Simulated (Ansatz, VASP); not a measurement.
# Si2Ni: VASP beside Ansatz, part 2 of 2

Aim: how closely do two programs agree when they are given the same cell, functional and k mesh? The cell is taken from a series of VASP runs on this material, whose earlier steps may have relaxed, scaled or displaced it; both programs get it as it stands.

VASP 6.6.1 and Ansatz 0.2.0.

So far: The structure; Ansatz: relaxation of cell and atoms, LDA.

### 3. VASP: relaxation of cell and atoms, LDA

Level of this step: LDA, zero-moment start; plane waves and PAW (Ni, Si) (VASP).

The same cell, functional (in two slightly different forms), mesh and smearing now go to VASP, with its own data sets and cutoff.

Lines of VASP's logs that name or quote its potential files are left out, and so is its time.

File INCAR:

```
SYSTEM = Si2Ni
PREC = Accurate
ENCUT = 500
EDIFF = 1E-07
NELM = 100
ISMEAR = 0
SIGMA = 0.05
LREAL = .FALSE.
ALGO = Normal
GGA = CA
NBANDS = 16
ISPIN = 2
MAGMOM = 0 0 0
LASPH = .TRUE.
LMAXMIX = 4
LORBIT = 11
LWAVE = .FALSE.
LCHARG = .FALSE.
KPAR = 4
IBRION = 2
NSW = 50
ISIF = 3
EDIFFG = -0.003
```

File POSCAR:

```
Si2Ni
1.0
    0.0000000000      2.6752914230      2.6752914230
    2.6752914230      0.0000000000      2.6752914230
    2.6752914230      2.6752914230      0.0000000000
Ni Si
1 2
Direct
    0.0000000000      0.0000000000      0.0000000000
    0.2500000000      0.2500000000      0.2500000000
    0.7500000000      0.7500000000      0.7500000000
```

File KPOINTS:

```
Automatic mesh
0
Gamma
12 12 12
0 0 0
```

PAW data sets: Ni and Si (LDA family, release 64).

Started as:

```bash
> mpirun -np 4 vasp_std
```

Numbers of over 12 decimals in the logs are rounded to 6 here.

The log of the run:

```text
[banner, memory and clock lines left out]
running    4 mpi-ranks, on    1 nodes
 distrk:  each k-point on    1 cores,    4 groups
 distr:  one band on    1 cores,    1 groups

 POSCAR found type information on POSCAR NiSi
 POSCAR found :  2 types and       3 ions
 LDA part: xc-table for (Slater(with rela. corr.)+CA(PZ))
 , standard interpolation
 POSCAR, INCAR and KPOINTS ok, starting setup
 FFT: planning ... GRIDC
 FFT: planning ... GRID_SOFT
 FFT: planning ... GRID
 WAVECAR not read
 entering main loop
       N       E                     dE             d eps       ncg     rms          rms(c)
DAV:   1     0.624145837550E+02    0.62415E+02   -0.76789E+03  4640   0.114E+03
DAV:   2    -0.184971444923E+02   -0.80912E+02   -0.73851E+02  5040   0.213E+02
DAV:   3    -0.219153768942E+02   -0.34182E+01   -0.33638E+01  6112   0.478E+01
DAV:   4    -0.219711896789E+02   -0.55813E-01   -0.55783E-01  5360   0.588E+00
DAV:   5    -0.219726985289E+02   -0.15088E-02   -0.15088E-02  6112   0.102E+00    0.165E+01
DAV:   6    -0.259477652210E+02   -0.39751E+01   -0.37711E+01  4840   0.146E+02    0.233E+01
DAV:   7    -0.200144767568E+02    0.59333E+01   -0.11511E+01  5800   0.921E+01    0.350E+00
DAV:   8    -0.199613684165E+02    0.53108E-01   -0.14169E+00  6384   0.184E+01    0.282E+00
DAV:   9    -0.198994969328E+02    0.61871E-01   -0.25572E-01  5536   0.981E+00    0.605E-01
DAV:  10    -0.198980404669E+02    0.14565E-02   -0.96683E-03  6432   0.174E+00    0.279E-01
DAV:  11    -0.198978413756E+02    0.19909E-03   -0.64747E-04  6008   0.194E-01    0.620E-02
DAV:  12    -0.198978408128E+02    0.56278E-06   -0.31991E-05  6440   0.652E-02    0.225E-02
DAV:  13    -0.198978380149E+02    0.27979E-05   -0.41800E-06  6904   0.420E-02    0.913E-03
DAV:  14    -0.198978377026E+02    0.31231E-06   -0.20763E-06  7088   0.301E-02    0.286E-03
DAV:  15    -0.198978376863E+02    0.16252E-07   -0.27901E-07  4248   0.594E-03
   1 F= -.19897838E+02 E0= -.19897100E+02  d E =-.198978E+02  mag=    -0.0000
 curvature:   0.00 expect dE= 0.000E+00 dE for cont linesearch  0.000E+00
 trial: gam= 0.00000 g(F)=  0.206E-46 g(S)=  0.218E-05 ort = 0.000E+00 (trialstep = 0.100E+01)
 search vector abs. value=  0.218E-05
 reached required accuracy - stopping structural energy minimisation
```

OUTCAR, selected parts (step 3):

```text
ion  position               nearest neighbor table
   1  0.000  0.000  0.000-   3 2.32   3 2.32   3 2.32   2 2.32   2 2.32   2 2.32   3 2.32   2 2.32

  LATTYP: Found a face centered cubic cell.
 ALAT       =     5.3505828460

 Subroutine GETGRP returns: Found 48 space group operations
 (whereof 48 operations were pure point group operations)

The static configuration has the point symmetry O_h .

 Found     72 irreducible k-points:

   k-points           NKPTS =     72   k-points in BZ     NKDIM =     72   number of bands    NBANDS=     16

   dimension x,y,z NGX =    28 NGY =   28 NGZ =   28
   dimension x,y,z NGXF=    56 NGYF=   56 NGZF=   56

   ENCUT  =  500.0 eV  36.75 Ry    6.06 a.u.   6.90  6.90  6.90*2*pi/ulx,y,z

   NELECT =      18.0000    total number of electrons

 k-points in reciprocal lattice and weights: Automatic mesh
   0.00000000  0.00000000  0.00000000       0.001
   0.08333333  0.00000000  0.00000000       0.005
   0.16666667  0.00000000  0.00000000       0.005
   0.25000000  0.00000000  0.00000000       0.005
   0.33333333  0.00000000  0.00000000       0.005
   0.41666667  0.00000000  0.00000000       0.005
   0.50000000  0.00000000  0.00000000       0.002
   0.08333333  0.08333333  0.00000000       0.003
   0.16666667  0.08333333  0.00000000       0.014
[...]
-0.33333333  0.50000000  0.16666667       0.007
  -0.25000000  0.50000000  0.25000000       0.003

 average (electrostatic) potential at core
       1 -81.8757       2 -81.0372       3 -81.0372

 E-fermi :  10.8107

 spin component 1
 k-point     1 :       0.0000    0.0000    0.0000
  band No.  band energies     occupation
    ...
      3       5.3805      1.00000
      4       5.3805      1.00000
      5       7.1089      1.00000
      6       7.1089      1.00000
      7      10.6828      0.99985
      8      12.5659      0.00000
      9      12.5659      0.00000
     10      12.5659      0.00000
     11      13.0559      0.00000
     12      13.0559      0.00000
    ...

 k-point     2 :       0.0833    0.0000    0.0000
  band No.  band energies     occupation
    ...
      3       5.4141      1.00000
      4       5.4141      1.00000
      5       7.0890      1.00000
      6       7.0890      1.00000
      7      10.4510      1.00000
      8      11.5865      0.00000
      9      12.0160      0.00000
     10      12.0160      0.00000
     11      13.6199      0.00000
     12      13.6199      0.00000
    ...

 k-point     3 :       0.1667    0.0000    0.0000
  band No.  band energies     occupation
    ...
      3       5.5059      1.00000
      4       5.5059      1.00000
      5       7.0467      1.00000
      6       7.0467      1.00000
      7       9.3247      1.00000
      8      11.3276      0.00000
      9      11.3276      0.00000
     10      11.6215      0.00000
     11      13.7912      0.00000
     12      13.7912      0.00000
    ...

 k-point     4 :       0.2500    0.0000    0.0000
  band No.  band energies     occupation
    ...
      5       7.0285      1.00000
      6       7.0285      1.00000
      7       8.2182      1.00000
      8      10.6540      1.00000
      9      10.6540      1.00000
     10      12.0040      0.00000
     11      13.3207      0.00000
     12      13.3207      0.00000
     13      14.3195      0.00000
     14      16.2955      0.00000
    ...

 k-point     5 :       0.3333    0.0000    0.0000
  band No.  band energies     occupation
    ...
      5       7.0864      1.00000
      6       7.0864      1.00000
      7       7.4568      1.00000
      8      10.0224      1.00000
      9      10.0224      1.00000
     10      12.3427      0.00000
     11      12.9366      0.00000
     12      12.9366      0.00000
     13      13.8899      0.00000
     14      17.6323      0.00000
    ...

 k-point     6 :       0.4167    0.0000    0.0000
  band No.  band energies     occupation
    ...
      5       7.0340      1.00000
      6       7.2149      1.00000
      7       7.2149      1.00000
      8       9.5243      1.00000
      9       9.5243      1.00000
     10      12.5389      0.00000
     11      12.7195      0.00000
     12      12.7195      0.00000
     13      13.6311      0.00000
     14      19.0897      0.00000
    ...

  Total       -0.0067266     -0.0067266     -0.0067266      0.0000000     -0.0000000      0.0000000
  in kB       -0.2814233     -0.2814233     -0.2814233      0.0000000     -0.0000000      0.0000000
  external PRESSURE =      -0.2814233 kB  Pullay stress =       0.0000000 kB

  energy-cutoff  :      500.00
  volume of cell :       38.30
      direct lattice vectors                 reciprocal lattice vectors
     0.000000000  2.675291423  2.675291423    -0.186895527  0.186895527  0.186895527
     2.675291423  0.000000000  2.675291423     0.186895527 -0.186895527  0.186895527
     2.675291423  2.675291423  0.000000000     0.186895527  0.186895527 -0.186895527

 POSITION                                       TOTAL-FORCE (eV/Angst)
 -----------------------------------------------------------------------------------
      0.00000      0.00000      0.00000         0.000000      0.000000      0.000000
      1.33765      1.33765      1.33765         0.000000      0.000000      0.000000
      4.01294      4.01294      4.01294        -0.000000     -0.000000     -0.000000
 -----------------------------------------------------------------------------------
    total drift:                               -0.000000     -0.000000      0.000000

  FREE ENERGIE OF THE ION-ELECTRON SYSTEM (eV)
  ---------------------------------------------------
  free  energy   TOTEN  =       -19.8978376863 eV

  energy  without entropy=      -19.8963630537  energy(sigma->0) =      -19.89710037

 reached required accuracy - stopping structural energy minimisation

 total charge
# of ion       s       p       d       tot
------------------------------------------
    1        0.580   0.847   8.488   9.916
    2        0.743   0.872   0.000   1.615
    3        0.743   0.872   0.000   1.615
--------------------------------------------------
tot          2.067   2.591   8.488  13.146

 magnetization (x)
# of ion       s       p       d       tot
------------------------------------------
    1       -0.000   0.000  -0.000  -0.000
    2        0.000   0.000   0.000   0.000
    3        0.000   0.000   0.000   0.000
--------------------------------------------------
tot          0.000   0.000  -0.000  -0.000

[... 2 further parts left out ...]
```

CONTCAR:

```
Si2Ni
   1.00000000000000
     0.0000000000000000    2.6752914230000000    2.6752914230000000
     2.6752914230000000    0.0000000000000000    2.6752914230000000
     2.6752914230000000    2.6752914230000000    0.0000000000000000
  Ni              Si
     1     2
Direct
     0.0000000000000000    0.0000000000000000    0.0000000000000000
     0.2500000000000000    0.2500000000000000    0.2500000000000000
     0.7500000000000000    0.7500000000000000    0.7500000000000000
```

This run allows spin, but its moments start at zero, where symmetry between the spins tends to hold them, although Ni can carry a moment.

### 4. Differences

Known differences besides the potentials themselves: the two LDA forms differ slightly; both relaxations stop at a tolerance, which leaves soft axes loose, and VASP keeps its plane-wave basis; the data sets hold 26 valence electrons in Ansatz (default PAW (the set named soft_2) files) and 18 in VASP; the cutoff is 420 eV in Ansatz and 500 eV in VASP; VASP's log shows a relativistic correction to its local exchange, Ansatz's none; Ansatz adds a Pulay correction to the stress that steers its cell, VASP none. Total energies have different zeros and are not compared.

Both answers:

```csv
quantity,Ansatz,VASP,difference
volume (Å³),38.24,38.30,-0.16 %
"edge a after relaxation, in the typed setting (Å)",3.781,3.783,-0.05 %
```

The walks stopped with 0.00 GPa left in Ansatz and -0.03 GPa in VASP; each walk ends within a tolerance, so the volume difference is uncertain by about these residues over the bulk modulus, most in soft cells.

### 5. VASP: zone-centre phonons, LDA, volume scaled by 0.92

Second derivatives magnify differences that forces hide, and they need a tight electronic threshold. The cell compared in this pair holds 35.23 Å³, against 38.30 Å³ for the pair before.

INCAR, as its differences from that of step 3:

```diff
@@ -3,3 +3,3 @@
 ENCUT = 500
-EDIFF = 1E-07
+EDIFF = 1E-08
 NELM = 100
@@ -19,5 +19,3 @@
 KPAR = 4
-IBRION = 2
-NSW = 50
-ISIF = 3
-EDIFFG = -0.003
+IBRION = 8
+ISIF = 2
```

File POSCAR:

```
Si2Ni
1.0
    0.0000000000      2.6019585449      2.6019585449
    2.6019585449      0.0000000000      2.6019585449
    2.6019585449      2.6019585449      0.0000000000
Ni Si
1 2
Direct
    0.0000000000      0.0000000000      0.0000000000
    0.2500000000      0.2500000000      0.2500000000
    0.7500000000      0.7500000000      0.7500000000
```

KPOINTS is that of step 3.

Started as:

```bash
> mpirun -np 4 vasp_std
```

The log of the run:

```text
[... set-up lines as in an earlier step ...]
 entering main loop
       N       E                     dE             d eps       ncg     rms          rms(c)
DAV:   1     0.622632414926E+02    0.62263E+02   -0.77214E+03  4704   0.116E+03
DAV:   2    -0.185155155294E+02   -0.80779E+02   -0.74122E+02  5144   0.217E+02
DAV:   3    -0.218830197440E+02   -0.33675E+01   -0.33148E+01  6032   0.480E+01
DAV:   4    -0.219357620436E+02   -0.52742E-01   -0.52717E-01  5536   0.579E+00
[...]
DAV:  15    -0.197488499740E+02   -0.11484E-07   -0.32338E-07  5280   0.464E-03    0.200E-03
DAV:  16    -0.197488499331E+02    0.40825E-07   -0.39136E-08  5648   0.471E-03    0.683E-04
DAV:  17    -0.197488499285E+02    0.46407E-08   -0.11766E-08  2760   0.205E-03
   1 F= -.19748850E+02 E0= -.19748420E+02  d E =-.859895E-03  mag=     0.0000
 Linear response reoptimize wavefunctions to high precision
DAV:   1    -0.197488499295E+02   -0.99453E-09   -0.59692E-09  5152   0.700E-04
DAV:   2    -0.197488499295E+02   -0.11596E-10   -0.65727E-11  2680   0.642E-05
 Linear response DOF=           2
[...]
RMM:  12    -0.190274001034E+00    0.48468E-07   -0.13837E-09 19452   0.201E-05    0.552E-06
RMM:  13    -0.190273973017E+00    0.28017E-07   -0.90091E-10 18985   0.134E-05    0.108E-06
RMM:  14    -0.190273977646E+00   -0.46291E-08   -0.11639E-09 18326   0.912E-06    0.425E-07
 first order change of Fermi-energy  -0.53382E-03
 force on displaced ion       1 direction 1 : -14.622   0.000   0.000
 Linear response progress:
  Degree of freedom:   2/  2
       N       E                     dE             d eps       ncg     rms          rms(c)
RMM:   1    -0.214573477504E-01   -0.21457E-01    0.28549E-02 43991   0.126E+00
RMM:   2    -0.185239948773E-01    0.29334E-02   -0.15359E-03 27764   0.542E-01    0.113E-01
RMM:   3    -0.186889198743E-01   -0.16492E-03   -0.51648E-04 30399   0.156E-01    0.603E-02
RMM:   4    -0.188626077184E-01   -0.17369E-03   -0.79090E-05 28353   0.602E-02    0.970E-03
[...]
RMM:   9    -0.188495669379E-01    0.14141E-05   -0.14429E-07 31076   0.457E-04    0.515E-05
RMM:  10    -0.188495824696E-01   -0.15532E-07    0.13922E-08 32894   0.123E-04    0.175E-05
RMM:  11    -0.188495813204E-01    0.11493E-08   -0.44057E-09 32692   0.365E-05    0.887E-06
 first order change of Fermi-energy  -0.24208E-04
 force on displaced ion       2 direction 1 : -11.870   0.000   0.000
 Linear response finished
```

From OUTCAR (step 5):

```text
  Total        3.7460772      3.7460772      3.7460772      0.0000000      0.0000000     -0.0000000
  in kB      170.3555105    170.3555105    170.3555105      0.0000000      0.0000000     -0.0000000
  external PRESSURE =     170.3555105 kB  Pullay stress =       0.0000000 kB

 POSITION                                       TOTAL-FORCE (eV/Angst)
 -----------------------------------------------------------------------------------
      0.00000      0.00000      0.00000        -0.000000     -0.000000     -0.000000
      1.30098      1.30098      1.30098        -0.000000     -0.000000      0.000000
      3.90294      3.90294      3.90294         0.000000      0.000000     -0.000000
 -----------------------------------------------------------------------------------
    total drift:                               -0.000000     -0.000000      0.000000

 magnetization (x)
# of ion       s       p       d       tot
------------------------------------------
    1        0.000   0.000   0.000   0.000
    2        0.000   0.000   0.000   0.000
    3        0.000   0.000   0.000   0.000
--------------------------------------------------
tot          0.000   0.000   0.000   0.000

[... 1 part as in an earlier step ...]

[... 1 further part left out ...]
```

### 6. Ansatz: zone-centre phonons, LDA, volume scaled by 0.92

The same cell, functional (in two slightly different forms), mesh and smearing now go to Ansatz, which takes its cutoff from its data sets.

The cell is a member of a volume series, scaled by 0.92 from a relaxed one, so a pressure remains.

File input.yaml:

```yaml
crystal:
  lattice:
    - [0.0, 2.6019585449, 2.6019585449]
    - [2.6019585449, 0.0, 2.6019585449]
    - [2.6019585449, 2.6019585449, 0.0]
  atoms:
    - { symbol: Ni, position: [0.0, 0.0, 0.0] }
    - { symbol: Si, position: [0.25, 0.25, 0.25] }
    - { symbol: Si, position: [0.75, 0.75, 0.75] }
hamiltonian:
  xc: lda
  pseudopotentials: { kind: paw }
magnetization:
  spin_polarized: true
kpoints:
  mp_grid: { grid: [12, 12, 12] }
scf:
  occupations: { method: gaussian, width: 0.05 }
phonons:
  method: dfpt
  qpoints: [[0, 0, 0]]
```

Started as:

```bash
> ansatz run input.yaml --threads 4 --pin off --max-ram 9216MiB --backend cpu --events-out ev --progress --plain --runs-dir out
```

The log of the run:

```text
[...]
zone centre: on kpoints.mp_grid the ground state, and the responses unless they are solved on pairs of k-points, stand on 163 of the mesh's 1728 k-points, reduced under 8 symmetry operations, with k and −k counted as one. Each operation leaves every solved displacement unchanged or reverses it
[...]
Crystal: 3 atoms, lattice volume = 35.231 Å³
[...]
non-analytic LO–TO correction: not included (Born effective charges unavailable; polar crystals: no LO–TO splitting at Γ)
--- Phonons (arbitrary-q DFPT): 1 explicit q-point ---
  q = [0, 0, 0] (of the zone-centre solve; hermiticity 6.84e-7, symmetrization 8.45e-14): -0.00 -0.00 0.00 370.22 370.22 370.22 398.75 398.75 398.75
  sum rule: each row above includes the acoustic sum rule's correction from the zone centre's row sums; it moved no ω² by more than (0.76 cm⁻¹)²
[key lines of the parts left out:]
SCF converged after 5 iterations
Magnetization: 0.0000 μB (13.0000 up, 13.0000 down)
Free energy (F): -6991.933784 eV
Fermi energy:    15.243555 eV
```

Run time: 16 s. Hardware: 4 threads of Arm Neoverse V1, shared host; peak memory 0.8 GiB; 61 s of CPU time.

### 7. Side by side

The two programs side by side:

```csv
quantity,Ansatz,VASP,difference
optical mode 1 to 3 (cm⁻¹),370.2,372.1,-0.51 %
optical mode 4 to 6 (cm⁻¹),398.8,398.9,-0.05 %
```

Modes are paired by rising frequency and degeneracy, not by their patterns, so a pair may still set unlike modes beside each other.

### 8. Results

- difference in volume (relaxation of cell and atoms, LDA): -0.16 %
- r.m.s. difference of the optical zone-centre modes, each program's sorted by frequency (zone-centre phonons, LDA, volume scaled by 0.92): 1.3 cm⁻¹
- difference in optical mode 1 to 3 (zone-centre phonons, LDA, volume scaled by 0.92): -0.5 %

**Reading.** The difference in volume is -0.16 % (relaxation of cell and atoms, LDA), within the 1.2 % picked in this series as the mark of a large difference, as far as the stopping tolerances let one tell. Among the rows given in per cent, the largest difference of the zone-centre phonons, LDA, volume scaled by 0.92 pair is in optical mode 1 to 3, -0.5 %. How closely two codes agree says nothing of how well the functional describes the real material.

[Lines on the potential files, build, host, timing and source positions are cut from VASP's logs without a mark.]

[Logs are printed without paths, hosts, clocks, repeated set-up lines and the standing remarks that a program may print on its own settings, such as how far it seeks lower states.]

[Hosts, paths, dates, database ids (printed as entryN), source tags and the programs' standing remarks are cut or masked in the printed files.]
